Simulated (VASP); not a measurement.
All values below come from SCAN meta-GGA, VASP's PBE PAW potentials (set 64) (plane waves; VASP).

VASP ran on this input.

POSCAR:
```
HfO2
1
    0.0000000000     2.5091209029     2.5091209029
    2.5091209029     0.0000000000     2.5091209029
    2.5091209029     2.5091209029     0.0000000000
Hf O
1 2
Direct
  0.0000000000   0.0000000000   0.0000000000
  0.2500000000   0.2500000000   0.2500000000
  0.7500000000   0.7500000000   0.7500000000
```

### KPOINTS_OPT
```
k-points along high-symmetry lines
10
Line-mode
Reciprocal
  0.000000   0.000000   0.000000 ! GAMMA
  0.500000   0.000000   0.500000 ! X

  0.500000   0.000000   0.500000 ! X
  0.625000   0.250000   0.625000 ! U

  0.375000   0.375000   0.750000 ! K
  0.000000   0.000000   0.000000 ! GAMMA

  0.000000   0.000000   0.000000 ! GAMMA
  0.500000   0.500000   0.500000 ! L

  0.500000   0.500000   0.500000 ! L
  0.500000   0.250000   0.750000 ! W

  0.500000   0.250000   0.750000 ! W
  0.500000   0.000000   0.500000 ! X
```

### INCAR
```
# general
SYSTEM   =  HfO2
PREC     =  Accurate
ENCUT    =  520
LREAL    =  .FALSE.
LASPH    =  .TRUE.

# electronic loop
EDIFF    =  1E-7
NELM     =  100
ALGO     =  Normal
LMAXMIX  =  6
LMIXTAU  =  .TRUE.

# smearing
ISMEAR   =  -5

# functional
METAGGA  =  SCAN

# ions
ISIF     =  2

# output
LWAVE    =  .FALSE.
LCHARG   =  .FALSE.
LORBIT   =  11
NEDOS    =  601
```

KPOINTS:
```
kpoints
0
gamma
 10 10 10
0 0 0
```

POTCAR, in this order: Hf_pv O (PBE.64 set). Program: vasp_std.

Unless said otherwise, spin-orbit coupling is left out, though it shifts the bands of the heavy elements here.

**Question.** Estimate the energy per atom (σ→0), band gap (over mesh and band path).

**Answer.** 
```yaml
energy per atom (σ→0): -28.848 eV/atom
band gap (over mesh and band path): 4.27 eV
```

**OSZICAR**
```
...
DAV:  16    -0.865429996427E+02   -0.50208E-05   -0.25599E-05  1494   0.718E-02    0.427E-03
DAV:  17    -0.865429957897E+02    0.38530E-05   -0.23918E-06  1718   0.216E-02    0.146E-02
DAV:  18    -0.865429968542E+02   -0.10645E-05   -0.14210E-06  1536   0.178E-02    0.397E-03
DAV:  19    -0.865429960475E+02    0.80670E-06   -0.26994E-07  1585   0.775E-03    0.350E-04
DAV:  20    -0.865429960816E+02   -0.34148E-07   -0.73108E-09   978   0.122E-03
   1 F= -.86542996E+02 E0= -.86542996E+02  d E =0.000000E+00
       N       E                     dE             ncg
       N       E                     dE             ncg
```

The compound is HfO2 in the fluorite structure, the high-temperature cubic form, which is unstable at 0 K; the monoclinic form is the stable one. It was relaxed first.
